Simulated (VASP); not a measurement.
Here is a VASP 6.6.1 calculation.

INCAR

```
SYSTEM = HPtBr3
ALGO = Normal ; EDIFF = 1E-7
ENCUT = 520 ; GGA = PE
ISIF = 2 ; ISMEAR = 0
LASPH = .True. ; LCHARG = .True.
LELF = .True. ; LREAL = .False.
LVHAR = .True. ; LWAVE = .False.
NBANDS = 24 ; NELM = 80
PREC = Accurate ; SIGMA = 0.1
```

File KPOINTS:

```
k-points
0
Gamma
  8 8 8
  0 0 0
```

The input POSCAR:

```
HPtBr3
1.0
    5.1304211844      0.0000000000      0.0000000000
    0.0000000000      5.1304211844      0.0000000000
    0.0000000000      0.0000000000      5.1304211844
H Pt Br
1 1 3
Direct
    0.0000000000      0.0000000000      0.0000000000
    0.5000000000      0.5000000000      0.5000000000
    0.0000000000      0.5000000000      0.5000000000
    0.5000000000      0.5000000000      0.0000000000
    0.5000000000      0.0000000000      0.5000000000
```

Potentials or basis: VASP PAW PBE potentials, release 64 (H, Pt, Br).

Command:

```sh
$ cat potpaw_PBE.64/H/POTCAR potpaw_PBE.64/Pt/POTCAR potpaw_PBE.64/Br/POTCAR > POTCAR
$ mpirun -np 1 vasp_std > vasp.out
```

Problem. Predict the band gap on the k mesh.

Solution. None (metal or under the smearing width).

Problem. Estimate the pressure.

Solution. 0.0 GPa.

The run has no spin-orbit coupling, so splittings on Pt are missing.
